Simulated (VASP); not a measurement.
Input:

```
CELL_PARAMETERS angstrom
      6.14942     0.00000     0.00000
      0.00000     6.14942     0.00000
      0.00000     0.00000     6.14942
ATOMIC_POSITIONS crystal
  Cs 0.00000 0.00000 0.00000
  Sn 0.50000 0.50000 0.50000
  I  0.50000 0.00000 0.50000
  I  0.00000 0.50000 0.50000
  I  0.50000 0.50000 0.00000
```

Level of theory: MS2 meta-GGA, VASP's PBE PAW potentials (set 64) (plane waves; VASP 6.6.1). Settings: 520 eV cut-off, 4×4×4 Γ-centred mesh, Gaussian smearing of 0.050 eV, potentials Cs_sv Sn_d I.

Unless said otherwise, spin-orbit coupling is left out, though it shifts the bands of the heavy elements here.

Task: Estimate the energy per atom (σ→0), band gap (on the k-mesh) with the smallest direct gap where there is one.

Result: 
The band gap (on the k-mesh) is 0.12 eV, the smallest direct gap (on the k-mesh) is 0.12 eV and the energy per atom (σ→0) is 1.737 eV/atom.

Only differences to runs with the same potentials and settings are physical.

The compound is CsSnI3 in the cubic perovskite structure, the ideal cubic form; the compound distorts at low or room temperature. This cell is one point of a volume scan, at 0.97 of the reference volume.
